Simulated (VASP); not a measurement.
These are LDA (Ceperley-Alder, Perdew-Zunger), VASP's LDA PAW potentials (set 64) (plane waves; VASP 6.6.1) values and carry that method's errors.

Gaps are without spin-orbit coupling.

| Property | Result |
|---|---|
| volume per atom | 24.28 Å^3/atom |
| band gap (over mesh and band path) | 0.61 eV |
| smallest direct gap (over mesh and band path) | 0.61 eV |

**Question.** Which relaxed crystal gives these values?
A) LiC, Immm (71)
B) AgI, F-43m (216)
C) GaN, P6_3mc (186)
D) ZnCdSe2, R3m (160)

**Answer.** D, ZnCdSe2, R3m (160)
